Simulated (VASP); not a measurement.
# LaGe3Ir under strain

Aim: follow the pressure of LaGe3Ir through compression, expansion and shear. All runs use r2SCAN. Left out of this account: 1 further run (self-consistent run: a reference on another mesh). The start is a computed cell from the Materials Project.

Method: r2SCAN; plane waves and PAW (La, Ge_d, Ir), in VASP 6.6.1.

## 1. The starting structure

It takes space group I4mm (No. 107, tetragonal). Conventional cell: a = 4.447 Å, b = 4.447 Å, c = 10.104 Å, α = 90.00°, β = 90.00°, γ = 90.00°. La has 12 Ge at 3.24 to 3.47 Å and 5 Ir at 3.43 to 3.54 Å nearest. Nearest to Ge lie 2 Ir at 2.46 Å and 6 Ge at 2.74 to 3.14 Å and 4 La at 3.26 to 3.47 Å. Nearest to Ge lie 1 Ir at 2.41 Å and 4 Ge at 2.74 Å and 4 La at 3.24 Å. Ir has 5 Ge at 2.41 to 2.46 Å and 5 La at 3.43 to 3.54 Å nearest. Farther neighbours are not listed.

## 2. Bands, cell as listed

The mesh alone shows little of the dispersion and can miss band extrema, so KPOINTS_OPT adds a path through the symmetry points after the self-consistent cycle. r2SCAN adds the kinetic-energy density, costs more than a GGA and is run with LASPH.

Input file INCAR:

```
SYSTEM = LaGe3Ir
PREC = Accurate
ENCUT = 410
EDIFF = 1E-06
NELM = 100
ISMEAR = -1
SIGMA = 0.05
LREAL = .FALSE.
ALGO = Normal
METAGGA = R2SCAN
LASPH = .TRUE.
NBANDS = 47
LORBIT = 11
LWAVE = .FALSE.
LCHARG = .FALSE.
KPAR = 4
```

Input file POSCAR:

```
LaGe3Ir
1.0
   -2.2236166581      2.2236166581      5.0517630417
    2.2236166581     -2.2236166581      5.0517630417
    2.2236166581      2.2236166581     -5.0517630417
La Ge Ir
1 3 1
Direct
    0.5785260100      0.5785260100      0.0000000000
    0.3426279300      0.8426279300      0.5000000000
    0.8426279300      0.3426279300      0.5000000000
    0.0004854700      0.0004854700      0.0000000000
    0.2387701500      0.2387701500      0.0000000000
```

Input file KPOINTS:

```
Automatic mesh
0
Gamma
10 10 10
0 0 0
```

Input file KPOINTS_OPT:

```
Line mode
16
Line-mode
Reciprocal
  0.00000000   0.00000000   0.00000000 GAMMA
  0.50000000  -0.50000000   0.00000000 X

  0.50000000  -0.50000000   0.00000000 X
  0.50000000  -0.50000000   0.09687326 Y

  0.50000000  -0.50000000   0.09687326 Y
  0.29843663  -0.29843663   0.29843663 S

  0.29843663  -0.29843663   0.29843663 S
  0.00000000   0.00000000   0.00000000 GAMMA

  0.00000000   0.00000000   0.00000000 GAMMA
  0.50000000   0.50000000  -0.50000000 Z

  0.50000000   0.50000000  -0.50000000 Z
  0.70156337   0.29843663  -0.29843663 S1

  0.70156337   0.29843663  -0.29843663 S1
  0.50000000   0.00000000   0.00000000 N

  0.50000000   0.00000000   0.00000000 N
  0.75000000  -0.25000000  -0.25000000 P

  0.75000000  -0.25000000  -0.25000000 P
  0.90312674   0.09687326  -0.50000000 Y1

  0.90312674   0.09687326  -0.50000000 Y1
  0.50000000   0.50000000  -0.50000000 Z

  0.50000000  -0.50000000   0.00000000 X
  0.75000000  -0.25000000  -0.25000000 P
```

The projector-augmented-wave data sets are La, Ge_d and Ir (PBE family, release 64).

Started as:

```bash
$ mpirun -np 4 vasp_std
```

What it wrote:

```text
[banner, memory and clock lines left out]
running    4 mpi-ranks, on    1 nodes
 distrk:  each k-point on    1 cores,    4 groups
 distr:  one band on    1 cores,    1 groups

 POSCAR found type information on POSCAR LaGeIr
 POSCAR found :  3 types and       5 ions
|                                                                             |
|               ----> ADVICE to this user running VASP <----                  |
|                                                                             |
|     You enforced a specific xc type in the INCAR file but a different       |
|     [... a line on the potential file left out ...]
|     I HOPE YOU KNOW WHAT YOU ARE DOING!                                     |
|                                                                             |

 LDA part: xc-table for (None), standard interpolation
 POSCAR, INCAR and KPOINTS ok, starting setup
 FFT: planning ... GRIDC
 FFT: planning ... GRID_SOFT
 FFT: planning ... GRID
 WAVECAR not read
 entering main loop
       N       E                     dE             d eps       ncg     rms          rms(c)
DAV:   1     0.527588093874E+03    0.52759E+03   -0.22536E+04 11815   0.286E+03
DAV:   2     0.228195571639E+01   -0.52531E+03   -0.45605E+03  9588   0.714E+02
DAV:   3    -0.126100184001E+03   -0.12838E+03   -0.12175E+03  9812   0.209E+02
DAV:   4    -0.136850349924E+03   -0.10750E+02   -0.10525E+02 14002   0.672E+01
DAV:   5    -0.137460521853E+03   -0.61017E+00   -0.60604E+00 14719   0.155E+01    0.134E+01
DAV:   6    -0.128188995384E+03    0.92715E+01   -0.76358E+00 14701   0.213E+01    0.520E+00
DAV:   7    -0.127652308382E+03    0.53669E+00   -0.22749E+00 13717   0.112E+01    0.343E+00
DAV:   8    -0.127684600980E+03   -0.32293E-01   -0.39433E-01 14185   0.549E+00    0.134E+00
DAV:   9    -0.127668071289E+03    0.16530E-01   -0.15960E-01 14741   0.332E+00    0.533E-01
DAV:  10    -0.127671066321E+03   -0.29950E-02   -0.20421E-02 14724   0.128E+00    0.225E-01
DAV:  11    -0.127670880253E+03    0.18607E-03   -0.30629E-03 16195   0.415E-01    0.106E-01
DAV:  12    -0.127671001909E+03   -0.12166E-03   -0.86446E-04 14837   0.167E-01    0.295E-02
DAV:  13    -0.127670992136E+03    0.97736E-05   -0.84092E-05 14702   0.901E-02    0.133E-02
DAV:  14    -0.127670987111E+03    0.50253E-05   -0.25199E-05 14493   0.380E-02    0.600E-03
DAV:  15    -0.127670987787E+03   -0.67620E-06   -0.27769E-06 11763   0.147E-02
   1 F= -.12767099E+03 E0= -.12766557E+03  d E =-.108402E-01
 Start KPOINTS_OPT (optional k-point list driver)
k-point batch [1-102\176]
       N       E                     dE             ncg
DAV:   1     0.146589664386E+05   -0.99958E+05    11810
DAV:   2    -0.398793520156E+05   -0.54538E+05     9628
DAV:   3    -0.529302010213E+05   -0.13051E+05     9826
DAV:   4    -0.539718632921E+05   -0.10417E+04    13561
DAV:   5    -0.540281731823E+05   -0.56310E+02    15406
DAV:   6    -0.540306225702E+05   -0.24494E+01    15532
DAV:   7    -0.540307150814E+05   -0.92511E-01    15788
DAV:   8    -0.540307189337E+05   -0.38524E-02    15606
DAV:   9    -0.540307190643E+05   -0.13062E-03    14611
DAV:  10    -0.540307190684E+05   -0.40307E-05     8084
DAV:  11    -0.540307190692E+05   -0.78638E-06     6939
k-point batch [103-176\176]
       N       E                     dE             ncg
DAV:   1     0.431321713669E+05   -0.10524E+06     8588
DAV:   2     0.315242881485E+04   -0.39980E+05     6956
DAV:   3    -0.647174406102E+04   -0.96242E+04     7138
DAV:   4    -0.722270316950E+04   -0.75096E+03     9848
DAV:   5    -0.726078958719E+04   -0.38086E+02    11079
DAV:   6    -0.726257177406E+04   -0.17822E+01    11225
DAV:   7    -0.726263977608E+04   -0.68002E-01    11495
DAV:   8    -0.726264250588E+04   -0.27298E-02    11360
DAV:   9    -0.726264259330E+04   -0.87419E-04    10421
DAV:  10    -0.726264259643E+04   -0.31270E-05     6134
DAV:  11    -0.726264259699E+04   -0.56524E-06     5208
```

The job ended after 9 min (4 MPI ranks of Intel Xeon 6975P-C (Granite Rapids), shared host; peak memory 2.5 GiB).

Lines that name or quote the potential files are left out of all logs, and their timing lines are given in words.

From OUTCAR (step 2):

```text
ion  position               nearest neighbor table
   1  0.579  0.579  0.000-   4 3.24   4 3.24   4 3.24   4 3.24   3 3.26   2 3.26   3 3.26   2 3.26
                             5 3.43   5 3.54   5 3.54   5 3.54   5 3.54
   2  0.343  0.843  0.500-   5 2.46   5 2.46   4 2.74   4 2.74   1 3.26   1 3.26
   3  0.843  0.343  0.500-   5 2.46   5 2.46   4 2.74   4 2.74   1 3.26   1 3.26
   4  0.000  0.000  0.000-   5 2.41   3 2.74   2 2.74   3 2.74   2 2.74   1 3.24   1 3.24   1 3.24
                             1 3.24
   5  0.239  0.239  0.000-   4 2.41   2 2.46   3 2.46   2 2.46   3 2.46   1 3.43   1 3.54   1 3.54
                             1 3.54   1 3.54

  LATTYP: Found a body centered tetragonal cell.
 ALAT       =     4.4472333162
 C/A-ratio  =     2.2718677805

 Subroutine GETGRP returns: Found  8 space group operations
 (whereof  8 operations were pure point group operations)

The static configuration has the point symmetry C_4v.

 Found    102 irreducible k-points:

   k-points           NKPTS =    102   k-points in BZ     NKDIM =    102   number of bands    NBANDS=     47

   dimension x,y,z NGX =    40 NGY =   40 NGZ =   40
   dimension x,y,z NGXF=    80 NGYF=   80 NGZF=   80

   ENCUT  =  410.0 eV  30.13 Ry    5.49 a.u.   9.82  9.82  9.82*2*pi/ulx,y,z

   NELECT =      62.0000    total number of electrons

 k-points in reciprocal lattice and weights: Automatic mesh
   0.00000000  0.00000000  0.00000000       0.001
   0.10000000  0.00000000 -0.00000000       0.008
   0.20000000  0.00000000 -0.00000000       0.008
   0.30000000  0.00000000  0.00000000       0.008
   0.40000000  0.00000000  0.00000000       0.008
   0.50000000  0.00000000  0.00000000       0.004
   0.10000000  0.10000000 -0.00000000       0.008
   0.20000000  0.10000000 -0.00000000       0.016
   0.30000000  0.10000000  0.00000000       0.016
[...]
-0.40000000 -0.40000000  0.40000000       0.002
   0.50000000  0.50000000  0.50000000       0.001

 average (electrostatic) potential at core
       1-101.8181       2 -75.9680       3 -75.9680       4 -75.7822       5 -54.9789

 E-fermi :   8.3219

 k-point     1 :       0.0000    0.0000    0.0000
  band No.  band energies     occupation
    ...
     28       5.5300      2.00000
     29       6.7627      2.00000
     30       6.7627      2.00000
     31       8.1904      1.86537
     32       8.1905      1.86533
     33       9.7339      0.00000
     34       9.8206      0.00000
     35      10.5098      0.00000
     36      10.5508      0.00000
     37      10.5508      0.00000
    ...

 k-point     2 :       0.1000    0.0000   -0.0000
  band No.  band energies     occupation
    ...
     28       5.5371      2.00000
     29       6.7828      2.00000
     30       6.7921      2.00000
     31       7.7715      1.99997
     32       8.0179      1.99543
     33       9.8078      0.00000
     34      10.0248      0.00000
     35      10.5181      0.00000
     36      10.5264      0.00000
     37      10.5628      0.00000
    ...

 k-point     3 :       0.2000    0.0000   -0.0000
  band No.  band energies     occupation
    ...
     28       5.7453      2.00000
     29       6.5543      2.00000
     30       6.7298      2.00000
     31       7.4350      2.00000
     32       7.8553      1.99982
     33       9.8956      0.00000
     34      10.1702      0.00000
     35      10.5051      0.00000
     36      10.5424      0.00000
     37      10.5994      0.00000
    ...

  Total       -0.1170423     -0.1170423     -0.2191858      0.0000000      0.0000000      0.0000000
  in kB       -1.8768548     -1.8768548     -3.5147962      0.0000000      0.0000000      0.0000000
  external PRESSURE =      -2.4228353 kB  Pullay stress =       0.0000000 kB

  energy-cutoff  :      410.00
  volume of cell :       99.91
      direct lattice vectors                 reciprocal lattice vectors
    -2.223616658  2.223616658  5.051763042     0.000000000  0.224858902  0.098975347
     2.223616658 -2.223616658  5.051763042     0.224858902  0.000000000  0.098975347
     2.223616658  2.223616658 -5.051763042     0.224858902  0.224858902  0.000000000

 POSITION                                       TOTAL-FORCE (eV/Angst)
 -----------------------------------------------------------------------------------
      0.00000      0.00000      5.84515         0.000000      0.000000      0.024226
      2.22362      0.00000      3.46175         0.000000     -0.000000     -0.004295
      0.00000      2.22362      3.46175        -0.000000      0.000000     -0.004295
      0.00000      0.00000      0.00490        -0.000000     -0.000000     -0.014290
      0.00000      0.00000      2.41242        -0.000000     -0.000000     -0.001347
 -----------------------------------------------------------------------------------
    total drift:                                0.000066      0.000066      0.017214

  FREE ENERGIE OF THE ION-ELECTRON SYSTEM (eV)
  ---------------------------------------------------
  free  energy   TOTEN  =      -127.6709877867 eV

  energy  without entropy=     -127.6601475905  energy(sigma->0) =     -127.66556769

 total charge
# of ion       s       p       d       f       tot
--------------------------------------------------
    1        1.979   5.675   0.666   0.151   8.470
    2        1.134   1.185  10.067   0.000  12.387
    3        1.134   1.185  10.067   0.000  12.387
    4        1.130   1.239  10.050   0.000  12.420
    5        0.679   0.696   7.188   0.000   8.563
--------------------------------------------------
tot          6.057   9.980  38.038   0.151  54.226

[... 3 further parts left out ...]
```

Spin-orbit coupling is off here; with elements this heavy it splits and shifts levels by tenths of an eV or more. The PAW data sets were made with PBE, which is usual practice but a small mismatch for other functionals.

Numbers from this step:

```
SCF cycles              : 15
electrons               : 62
bands                   : 47
irreducible k-points    : 102
symmetry operations     : 8
free energy (TOTEN)     : -127.6710 eV
energy at zero smearing : -127.6656 eV
Fermi energy            : 8.322 eV
pressure                : -0.2423 GPa
metallic                : yes
```

Electronic bands along the path, in eV, zero at the Fermi level; # counts the bands kept, so #1 is VASP's band 21:

```
          point     #8     #9    #10    #11    #12   #13   #14   #15
              Γ  -2.79  -1.56  -1.56  -0.13  -0.13  1.41  1.50  2.19
0.47 of the way  -2.26  -2.07  -1.72  -1.13   0.14  1.74  2.10  2.14
              X  -3.04  -2.93  -1.97  -1.80   1.91  1.95  2.16  2.26
0.53 of the way  -2.92  -2.74  -2.00  -1.67   1.85  1.96  2.15  2.24
              Y  -2.85  -2.43  -2.00  -1.45   1.72  1.96  2.10  2.19
0.47 of the way  -2.89  -2.03  -1.19  -0.97   0.95  1.67  2.02  2.05
              S  -2.56  -2.32  -1.50  -0.29   0.80  1.68  2.06  2.10
0.47 of the way  -2.36  -1.90  -1.57  -1.17  -0.76  1.80  2.11  2.21
              Γ  -2.79  -1.56  -1.56  -0.13  -0.13  1.41  1.50  2.19
0.47 of the way  -2.16  -2.16  -1.70   0.66   0.66  1.21  1.44  2.14
              Z  -2.66  -2.34  -0.22   0.94   0.94  1.25  1.59  2.13
0.47 of the way  -2.69  -1.97   0.01   0.44   1.31  1.38  1.55  1.92
             S1  -2.56  -2.32  -1.50  -0.29   0.80  1.68  2.06  2.10
0.53 of the way  -2.66  -2.33  -1.44  -0.53   0.41  1.62  2.07  2.09
              N  -2.76  -2.18  -1.34  -0.61   0.22  1.48  2.05  2.09
0.47 of the way  -2.79  -2.33  -1.71  -0.90   0.96  1.62  2.08  2.12
              P  -2.88  -2.39  -2.39  -1.85   1.46  2.04  2.04  2.26
0.47 of the way  -2.91  -2.64  -2.14  -1.70   1.63  1.98  2.11  2.24
             Y1  -2.85  -2.43  -2.00  -1.45   1.72  1.96  2.10  2.19
0.47 of the way  -2.88  -0.99  -0.55  -0.18   0.27  1.00  1.80  1.97
              Z  -2.66  -2.34  -0.22   0.94   0.94  1.25  1.59  2.13
      jump to X  -3.04  -2.93  -1.97  -1.80   1.91  1.95  2.16  2.26
0.47 of the way  -2.97  -2.76  -2.07  -1.82   1.72  1.97  2.13  2.26
              P  -2.88  -2.39  -2.39  -1.85   1.46  2.04  2.04  2.26
```

Of the projections kept (La, Ge, Ir), the largest for each band there; the rest of the weight can lie on other orbitals:

```
point       #8       #9      #10      #11      #12      #13      #14      #15
    Γ  Ir 0.78  Ir 0.70  Ir 0.70  Ge 0.60  Ge 0.60  Ge 0.65  Ir 0.56  La 0.98
    X  Ir 0.88  Ir 0.50  Ir 0.71  Ir 0.74  La 0.73  La 0.92  La 0.93  La 0.99
    Y  Ir 0.81  Ir 0.56  Ir 0.80  Ir 0.61  La 0.70  La 0.84  La 0.94  La 0.89
    S  Ir 0.50  Ir 0.45  Ge 0.64  Ir 0.51  Ir 0.44  La 0.48  La 0.83  La 0.91
    Γ  Ir 0.78  Ir 0.70  Ir 0.70  Ge 0.60  Ge 0.60  Ge 0.65  Ir 0.56  La 0.98
    Z  Ir 0.51  Ir 0.50  Ge 0.70  La 0.64  La 0.64  La 0.68  La 0.74  La 0.80
```

There is no gap at this level.

(Part 1 of 5 ends here.)

[Lines on the potential files, build, host, timing and source positions are cut from VASP's logs without a mark.]

[Logs are printed without paths, hosts, clocks, repeated set-up lines and the standing remarks that a program may print on its own settings, such as how far it seeks lower states.]

[Hosts, paths, dates, database ids (printed as entryN), source tags and the programs' standing remarks are cut or masked in the printed files.]

[A measured line is paired with the nearest computed mode of its activity, which favours agreement.]
